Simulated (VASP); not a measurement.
# Si(110): relaxation, ionisation energy and affinity, part 3 of 3

Where do the bulk band edges lie against the vacuum outside Si(110)?

VASP 6.6.1; r2SCAN; plane waves and PAW (Si).

So far, gap on the k-mesh (eV): step 3 (band edges of the bulk) 0.786.

## 5. Vacuum level and density of states

A static run writes the electrostatic potential without exchange and correlation (LVHAR), which is flat in the vacuum and gives the level to count from. The dipole correction cancels the field that unlike faces would set up across the vacuum.

INCAR

```
SYSTEM = Si
PREC = Normal
ENCUT = 320
EDIFF = 1E-06
NELM = 120
ISMEAR = 0
SIGMA = 0.03
LREAL = Auto
ALGO = Normal
METAGGA = R2SCAN
LASPH = .TRUE.
NBANDS = 54
LORBIT = 11
LWAVE = .FALSE.
LCHARG = .TRUE.
KPAR = 2
IDIPOL = 3
LDIPOL = .TRUE.
DIPOL = 0.5 0.5 0.5
LVHAR = .TRUE.
LVACPOTAV = .TRUE.
NEDOS = 1500
```

POSCAR

```
Si
1.0
    3.8469062605      0.0000000000      0.0000000000
    0.0000000000      5.4403470068      0.0000000000
    0.0000000000      0.0000000000     31.3876250421
Si
18
Direct
    0.7500000000      0.3933472298      0.7385453812
    0.2500000000      0.6066527702      0.7385453812
    0.2500000000      0.8816229329      0.6835495566
    0.7500000000      0.1183770671      0.6835495566
    0.7500000000      0.3761523328      0.6229111101
    0.2500000000      0.6238476672      0.6229111101
    0.2500000000      0.8750740092      0.5614612318
    0.7500000000      0.1249259908      0.5614612318
    0.7500000000      0.3750108197      0.5000000000
    0.2500000000      0.6249891803      0.5000000000
    0.2500000000      0.8750740092      0.4385387682
    0.7500000000      0.1249259908      0.4385387682
    0.7500000000      0.3761523328      0.3770888899
    0.2500000000      0.6238476672      0.3770888899
    0.2500000000      0.8816229329      0.3164504434
    0.7500000000      0.1183770671      0.3164504434
    0.7500000000      0.3933472298      0.2614546188
    0.2500000000      0.6066527702      0.2614546188
```

KPOINTS

```
Automatic mesh
0
Gamma
6 5 1
0 0 0
```

KPOINTS_OPT

```
Line mode
14
Line-mode
Reciprocal
  0.00000000   0.00000000   0.00000000 GAMMA
  0.50000000   0.00000000   0.00000000 X

  0.50000000   0.00000000   0.00000000 X
  0.50000000   0.50000000   0.00000000 S

  0.50000000   0.50000000   0.00000000 S
  0.00000000   0.50000000   0.00000000 Y

  0.00000000   0.50000000   0.00000000 Y
  0.00000000   0.00000000   0.00000000 GAMMA

  0.00000000   0.00000000   0.00000000 GAMMA
  0.50000000   0.50000000   0.00000000 S
```

The projector-augmented-wave data sets are Si (PBE family, release 64).

Command:

```
mpirun -np 4 vasp_std
```

Output:

```text
[banner, memory and clock lines left out]
running    4 mpi-ranks, on    1 nodes
 distrk:  each k-point on    2 cores,    2 groups
 distr:  one band on    1 cores,    2 groups

 POSCAR found type information on POSCAR Si
 POSCAR found :  1 types and      18 ions
 [... a notice as in an earlier step ...]

 LDA part: xc-table for (None), standard interpolation
 POSCAR, INCAR and KPOINTS ok, starting setup
 FFT: planning ... GRIDC
 FFT: planning ... GRID_SOFT
 FFT: planning ... GRID
 WAVECAR not read
 entering main loop
       N       E                     dE             d eps       ncg     rms          rms(c)
DAV:   1     0.151697478674E+03    0.15170E+03   -0.19731E+04  1296   0.713E+02
DAV:   2    -0.142249368400E+03   -0.29395E+03   -0.28090E+03  1692   0.155E+02
DAV:   3    -0.163262599433E+03   -0.21013E+02   -0.20566E+02  1562   0.402E+01
DAV:   4    -0.164041000302E+03   -0.77840E+00   -0.77434E+00  1938   0.879E+00
DAV:   5    -0.164063782438E+03   -0.22782E-01   -0.22766E-01  1764   0.144E+00    0.183E+01
DAV:   6    -0.152911752898E+03    0.11152E+02   -0.17662E+00  1552   0.425E+00    0.124E+01
DAV:   7    -0.152782659712E+03    0.12909E+00   -0.23254E+00  1594   0.566E+00    0.169E+00
DAV:   8    -0.152754848949E+03    0.27811E-01   -0.54776E-01  1632   0.295E+00    0.111E+00
DAV:   9    -0.152754506290E+03    0.34266E-03   -0.65144E-02  1648   0.750E-01    0.965E-01
DAV:  10    -0.152757444475E+03   -0.29382E-02   -0.57973E-03  1588   0.299E-01    0.427E-01
DAV:  11    -0.152759752441E+03   -0.23080E-02   -0.53997E-03  1470   0.244E-01    0.111E-01
DAV:  12    -0.152761471959E+03   -0.17195E-02   -0.10880E-03  1586   0.107E-01    0.635E-02
DAV:  13    -0.152762135960E+03   -0.66400E-03   -0.12271E-04  1704   0.349E-02    0.322E-02
DAV:  14    -0.152763752407E+03   -0.16164E-02   -0.63797E-04  1530   0.599E-02    0.316E-02
DAV:  15    -0.152764295204E+03   -0.54280E-03   -0.12582E-04  1578   0.318E-02    0.214E-02
DAV:  16    -0.152764549169E+03   -0.25397E-03   -0.38773E-05  1554   0.157E-02    0.943E-03
DAV:  17    -0.152764754357E+03   -0.20519E-03   -0.41435E-05  1532   0.181E-02    0.987E-03
DAV:  18    -0.152764801102E+03   -0.46745E-04   -0.53810E-06  1252   0.806E-03    0.407E-03
DAV:  19    -0.152764864034E+03   -0.62932E-04   -0.81522E-06  1202   0.735E-03    0.211E-03
DAV:  20    -0.152764878892E+03   -0.14858E-04   -0.27199E-06  1192   0.495E-03    0.252E-03
DAV:  21    -0.152764905556E+03   -0.26664E-04   -0.17825E-06  1086   0.502E-03    0.873E-04
DAV:  22    -0.152764916033E+03   -0.10477E-04   -0.73544E-07  1030   0.398E-03    0.103E-03
DAV:  23    -0.152764921614E+03   -0.55803E-05   -0.53131E-07  1008   0.341E-03    0.551E-04
DAV:  24    -0.152764923130E+03   -0.15162E-05   -0.26773E-07  1006   0.313E-03    0.379E-04
DAV:  25    -0.152764923064E+03    0.65564E-07   -0.24426E-07   936   0.320E-03
|                                                                             |
|           W    W    AA    RRRRR   N    N  II  N    N   GGGG   !!!           |
|           W    W   A  A   R    R  NN   N  II  NN   N  G    G  !!!           |
|           W    W  A    A  R    R  N N  N  II  N N  N  G       !!!           |
|           W WW W  AAAAAA  RRRRR   N  N N  II  N  N N  G  GGG   !            |
|           WW  WW  A    A  R   R   N   NN  II  N   NN  G    G                |
|           W    W  A    A  R    R  N    N  II  N    N   GGGG   !!!           |
|                                                                             |
|     Did not find any points to average over, which means that no vacuum     |
|     field-free region was found. Please increase the size of  your cell     |
|     in the dimension of the dipole correction to obtain accurate            |
|     workfunction values.                                                    |
|                                                                             |

   1 F= -.15276492E+03 E0= -.15276105E+03  d E =-.773675E-02
 Start KPOINTS_OPT (optional k-point list driver)
k-point batch [1-12\70]
       N       E                     dE             ncg
DAV:   1     0.724653959390E+02   -0.69172E+04     1296
DAV:   2    -0.347372527672E+04   -0.35462E+04     1672
DAV:   3    -0.373010589393E+04   -0.25638E+03     1576
DAV:   4    -0.373863389062E+04   -0.85280E+01     1824
DAV:   5    -0.373888943772E+04   -0.25555E+00     1724
DAV:   6    -0.373890441225E+04   -0.14975E-01     1952
DAV:   7    -0.373890484722E+04   -0.43497E-03     1706
DAV:   8    -0.373890487628E+04   -0.29060E-04     1704
DAV:   9    -0.373890487775E+04   -0.14723E-05     1282
DAV:  10    -0.373890487793E+04   -0.18050E-06     1064
[...]
k-point batch [61-70\70]
       N       E                     dE             ncg
DAV:   1     0.173799126034E+02   -0.12593E+05     1080
DAV:   2    -0.279814291172E+04   -0.28155E+04     1412
DAV:   3    -0.298402422206E+04   -0.18588E+03     1292
DAV:   4    -0.299014291333E+04   -0.61187E+01     1624
DAV:   5    -0.299030434546E+04   -0.16143E+00     1450
DAV:   6    -0.299031207447E+04   -0.77290E-02     1656
DAV:   7    -0.299031234767E+04   -0.27321E-03     1458
DAV:   8    -0.299031236370E+04   -0.16027E-04     1384
DAV:   9    -0.299031236453E+04   -0.82631E-06     1050
```

It took 4.1 min on 4 MPI ranks of Intel Xeon 6975P-C (Granite Rapids), shared host; peak memory 1.1 GiB.

OUTCAR, selected parts (step 5):

```text
   NELECT =      72.0000    total number of electrons

 dipolmoment           0.000000      0.000000     -0.000000 electrons x Angstroem

 E-fermi :   0.9749

 k-point     1 :       0.0000    0.0000    0.0000
  band No.  band energies     occupation
    ...
     31      -0.1715      2.00000
     32       0.1807      2.00000
     33       0.4606      2.00000
     34       0.6508      2.00000
     35       0.9537      1.68073
     36       1.0895      0.00000
     37       1.7212      0.00000
     38       1.9187      0.00000
     39       2.0939      0.00000
     40       2.3746      0.00000
    ...

  Total        3.0319733      6.4243904     -0.7903043      0.0000000      0.0000000      0.0000000
  in kB        7.3950190     15.6691647     -1.9275615      0.0000000      0.0000000      0.0000000
  external PRESSURE =       7.0455407 kB  Pullay stress =       0.0000000 kB

 POSITION                                       TOTAL-FORCE (eV/Angst)
 -----------------------------------------------------------------------------------
      2.88518      2.13995     23.18119        -0.000000     -0.008569      0.005656
      0.96173      3.30040     23.18119        -0.000000      0.008569      0.005656
      0.96173      4.79633     21.45500        -0.000000      0.005801     -0.019588
      2.88518      0.64401     21.45500        -0.000000     -0.005801     -0.019588
      2.88518      2.04640     19.55170        -0.000000     -0.005428     -0.009486
      0.96173      3.39395     19.55170         0.000000      0.005428     -0.009486
      0.96173      4.76071     17.62293         0.000000     -0.020603      0.000241
      2.88518      0.67964     17.62293         0.000000      0.020603      0.000241
      2.88518      2.04019     15.69381        -0.000000      0.007944      0.000000
      0.96173      3.40016     15.69381         0.000000     -0.007944      0.000000
      0.96173      4.76071     13.76469         0.000000     -0.020603     -0.000241
      2.88518      0.67964     13.76469        -0.000000      0.020603     -0.000241
      2.88518      2.04640     11.83592        -0.000000     -0.005428      0.009486
      0.96173      3.39395     11.83592        -0.000000      0.005428      0.009486
      0.96173      4.79633      9.93263        -0.000000      0.005801      0.019588
      2.88518      0.64401      9.93263        -0.000000     -0.005801      0.019588
      2.88518      2.13995      8.20644        -0.000000     -0.008569     -0.005656
      0.96173      3.30040      8.20644        -0.000000      0.008569     -0.005656
 -----------------------------------------------------------------------------------
    total drift:                               -0.000000     -0.000000     -0.000000

  FREE ENERGIE OF THE ION-ELECTRON SYSTEM (eV)
  ---------------------------------------------------
  free  energy   TOTEN  =      -152.7649230643 eV

  energy  without entropy=     -152.7571863170  energy(sigma->0) =     -152.76105469

 vacuum level on the upper side and lower side of the slab         5.924         5.924

[... 8 parts as in an earlier step ...]

[... 9 further parts left out ...]
```

Numbers from this step:

* electronic cycles: 25
* energy at zero smearing: -152.7611 eV
* Fermi energy: 0.9749 eV
* vacuum levels: 5.924, 5.924 eV
* work functions of the upper and lower face: 4.949, 4.949 eV

The electronic bands at the labelled points (eV, zero at the Fermi level; # counts the bands kept, so #1 is VASP's band 6):

```
          point    #28    #29    #30    #31    #32    #33   #34   #35
              Γ  -0.51  -0.32  -0.02   0.11   0.75   0.94  1.12  1.40
0.46 of the way  -1.82  -1.25  -0.68  -0.63   1.02   1.29  1.42  1.53
              X  -2.07  -2.07  -0.28  -0.28  -0.17  -0.17  0.95  0.95
0.46 of the way  -1.98  -1.98  -0.12  -0.12   0.03   0.03  1.53  1.53
              S  -1.70  -1.70  -0.02  -0.02   0.24   0.24  2.39  2.39
0.54 of the way  -1.62  -1.55  -0.01   0.00   0.36   0.48  2.65  2.68
              Y  -1.62  -1.54  -0.30  -0.26   0.15   0.36  1.63  1.76
0.54 of the way  -1.03  -0.99  -0.19  -0.07   0.75   0.92  1.05  1.32
              Γ  -0.51  -0.32  -0.02   0.11   0.75   0.94  1.12  1.40
0.54 of the way  -1.53  -1.33  -0.30  -0.26   0.44   0.71  1.76  1.86
              S  -1.70  -1.70  -0.02  -0.02   0.24   0.24  2.39  2.39
```

The planar average of the electrostatic potential oscillates, so the rows of the table below give means over windows of 1.91 Å about each position, cut where the curve ends. Its maxima inside the range that stand out by 2 % of the span (Å: eV): 9.1: -1.60, 10.9: -0.739, 12.8: -0.637, 14.7: -0.656, 16.7: -0.656, 18.6: -0.637, 20.5: -0.739, 22.3: -1.60. Its minima: 8.2: -11.3, 10.0: -11.6, 11.9: -11.8, 13.8: -11.9, 15.7: -11.9, 17.6: -11.9, 19.5: -11.8, 21.4: -11.6, 23.2: -11.3.

Zero at the Fermi level. Table of planar average of the electrostatic potential by height; means over each step:

height (Å), planar average of the electrostatic potential (eV) and a bar from the least value:
```
     0.95        4.9 ##############################
     2.86        4.9 ##############################
     4.77        4.9 ##############################
     6.68        3.3 ##########################
     8.59       -6.3 #
    10.50       -5.9 ##
    12.41       -5.9 ##
    14.32       -5.9 ##
    16.23       -5.9 ##
    18.14       -5.9 ##
    20.05       -6.0 ##
    21.96       -6.7 
    23.87       -2.6 ###########
    25.78        4.8 ##############################
    27.69        4.9 ##############################
    29.60        4.9 ##############################
```

Density of states in the PAW spheres, an atom over height of the layer and energy from the Fermi level.

Ten even steps from '_' (0.011 states/eV) to '@' (0.390 states/eV), each cell a mean:
```
==..__________..==
@@::..______..::@@
==..__________..==
..______________..
....::------::....
----====++====----
++++**##**##**++++
******++++++******
##%%##%%%%%%##%%##
**##############**
--==----::----==--
--**++++**++++**--
--==++++++++++==--
......::::::......
::::..........::::
..................
::..............::
------::..::------
====----------====
::==++**##**++==::
==++==++--++==++==
__________________
```
Columns: height of the layer (Å) from 8.2 to 23.2 (not evenly spaced); rows upwards: energy from the Fermi level (eV) from -7.9 to 0.5.

Electrostatic potential energy in the cb plane at fractional x = 0.250, with atoms of Si within 0.2 Å of it. With pseudopotentials it is smooth inside the atoms' cores, unlike the true potential.

Ten even steps from '0' (-86 eV) to '9' (6 eV), each cell a mean:
```
99851148999998412689999861037999999999999999
99840027999997200489999850017999999999999999
89861148988898412689888862148999999999999999
47887788853588877887447887788765799999999999
04899998610168999984003899998400489999999999
04899998610169999984003899998300289999999999
47999999853589999987446899998622589999999999
89999999988899999999889999999888899999999999
99999999999999999999999999999999999999999999
99999999999999999999999999999999999999999999
99999999999999999999999999999999999999999999
99999999999999999999999999999999999999999999
99999999999999999999999999999999999999999999
99987789999999877899999987678999999999999999
```
Columns run along c (16.0 Å, from fractional 0.39 to 0.90 of the cell; values clipped at the 3rd and 97th percentile), rows up along b (5.4 Å). Atoms in or near the plane, at fractional coordinates: Si at (0.74, 0.61), Si at (0.68, 0.88), Si at (0.62, 0.62), Si at (0.56, 0.88), Si at (0.50, 0.62), Si at (0.44, 0.88).

Valence density in the cb plane at fractional x = 0.250, with atoms of Si within 0.2 Å of it. It is the smooth field of the valence electrons, not physical close to the nuclei.

Ten even steps from '0' (-0.11 e/Å³) to '9' (0.58 e/Å³), each cell a mean:
```
23554355332345534543223454355432211111111111
45661057544467402665445662047643221111111111
67985489866789745987667896489875432111111111
79987789986899877999769987789987642211111111
37865567841587655687217865568742553211111111
25543345630365333465215643346510553211111111
65432223566653222345665432235655653211111111
54322222456542222234564322224566532211111111
33221122334322211223333222222344322111111111
22222122222222212222222222222222221111111111
22222222222222222222222222222222111111111111
12223322211122233222112223322211111111111111
12234443221223454322112234543221111111111111
22356654222234566532222356664321111111111111
```
Columns run along c (16.0 Å, from fractional 0.39 to 0.90 of the cell), rows up along b (5.4 Å). Atoms in or near the plane, at fractional coordinates: Si at (0.74, 0.61), Si at (0.68, 0.88), Si at (0.62, 0.62), Si at (0.56, 0.88), Si at (0.50, 0.62), Si at (0.44, 0.88).

The map of layer states is cut here 0.5 eV above the Fermi level, so it leaves out the states above that.

The vacuum level lies 4.95 eV above the Fermi level at the upper face; both faces agree, as the slab has next to no dipole.

The program found no field-free point at its default tolerance, but its printed level agrees with the flat part of the planar average.

On this mesh the fine structure of the density of states is sampling noise, and high empty states may be cut by the number of bands.

## 6. Lining up bulk and slab

This step: band edges against the vacuum, r2SCAN; plane waves and PAW (VASP 6.6.1).

Derived from the runs above.

This step gave:

```
ionisation energy       : 5.218 eV
offset spread           : 0.008500 eV
bulk gap                : 0.7857 eV
slab gap                : 0 eV
electron affinity       : 4.432 eV
buckling                : 0 Å
tilt                    : 0 degree
surface energy, relaxed : 1.981 J/m²
```

The averaged core potentials of the four middle atoms lie -4.978 eV from those of the bulk run. The bulk valence top (5.684 eV), moved by that offset, is taken from the upper vacuum level (5.924 eV).

## 7. Results

```json
{
 "ionisation energy": "5.22 eV",
 "electron affinity": "4.43 eV",
 "buckling": "0 Å",
 "surface energy, relaxed": "1.98 J/m²"
}
```

**Reading.** The bulk valence-band top lies 5.22 eV below the vacuum of Si(110), and the conduction-band bottom 4.43 eV. The symmetry kept forbids the top layer to buckle, so all numbers belong to a flat surface that may not be the lowest. It costs 1.98 J/m². The slab itself is metallic, through states of its surfaces. The offsets of the four middle atoms spread by 0.01 eV; a shift common to all four would not show in it. The bulk edges are read on a mesh, so a band minimum between its points makes the gap too large and the affinity too small. One thickness was run. Semilocal band edges put the valence top too high and the gap too small.

Comparison with the measured values:

| quantity | measured | r2SCAN |
| --- | --- | --- |
| band gap (gap on the k-mesh) (eV) | 1.12 | 0.79 (-0.33 eV) |

Measured values from pmc:6179974 (2018).

**Verdict.** The band gap is off by -0.33 eV. Local and semilocal functionals usually give gaps below the measured ones. The computed gap is read on a k-mesh, which can miss the band edges. An optical gap can lie under the band gap by the exciton's binding. Zero-point and thermal motion shift the measured gap.

[Lines on the potential files, build, host, timing and source positions are cut from VASP's logs without a mark.]

[Logs are printed without paths, hosts, clocks, repeated set-up lines and the standing remarks that a program may print on its own settings, such as how far it seeks lower states.]

[Hosts, paths, dates, database ids (printed as entryN), source tags and the programs' standing remarks are cut or masked in the printed files.]

[Runs that stopped without an error message from VASP are left out.]
